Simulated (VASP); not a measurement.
# AuCH₃S: harmonic vibrations of a molecule

AuCH₃S, molecule in box, 6 atoms in the cell. PBE, harmonic vibrations; PAW potentials C, S, Au, H (PBE set).

## Input

INCAR.step1:
```
PREC = Accurate ; ENCUT = 400
EDIFF = 1E-8 ; ISMEAR = 0
SIGMA = 0.01 ; ISYM = 0
LREAL = F ; LASPH = T
NELM = 100 ; ALGO = Normal
LWAVE = F ; LCHARG = F
IBRION = 2 ; NSW = 150
ISIF = 2 ; EDIFFG = -0.005
POTIM = 0.5
```

INCAR.step2, as INCAR.step1 but for:
```
- IBRION = 2
- NSW = 150
- ISIF = 2
- EDIFFG = -0.005
- POTIM = 0.5
+ IBRION = 5
+ NFREE = 2
+ POTIM = 0.015
+ NSW = 1
```

KPOINTS:
```
k-points
0
Gamma
  1 1 1
```

POSCAR.step1:
```
H3AuCS
1.0
   13.0000000000      0.0000000000      0.0000000000
    0.0000000000     12.0000000000      0.0000000000
    0.0000000000      0.0000000000     12.0000000000
C S Au H
1 1 1 3
Direct
    0.4510538500      0.5503375000      0.4582208300
    0.4814000000      0.4066041700      0.4894125000
    0.6174384600      0.4173625000      0.6030958300
    0.3845615400      0.5463208300      0.4025708300
    0.5135923100      0.5922125000      0.4147875000
    0.4294230800      0.5968958300      0.5324791700
```

Commands (each step's output is kept before the next begins):
```
cat potpaw_PBE.64/C/POTCAR potpaw_PBE.64/S/POTCAR potpaw_PBE.64/Au/POTCAR potpaw_PBE.64/H/POTCAR > POTCAR
cp INCAR.step1 INCAR
cp POSCAR.step1 POSCAR
mpirun -np 4 vasp_gam > vasp.out
cp CONTCAR POSCAR
cp INCAR.step2 INCAR
mpirun -np 4 vasp_gam > vasp.out
```

## Result

- Vibrations (cm⁻¹; a negative value is imaginary): 3078, 3050, 2972, 1431, 1398, 1288, 929, 921, 676, 366, 178, 167
- Zero-point energy (eV): 1.020
- Translations and rotations, which should read zero (cm⁻¹): -15, -7, -5, 0, 4, 5
- Vibrational entropy at 298 K (meV/K): 0.284
- Displaced cells: 36
- Ionic steps, all stages: 58
- Electronic steps, all stages: 1017

VASP 6.6.1 took 1627 s on 4 cores (Intel Xeon Platinum 8259CL @ 2.50GHz (Skylake/Cascade Lake)), a shared host.
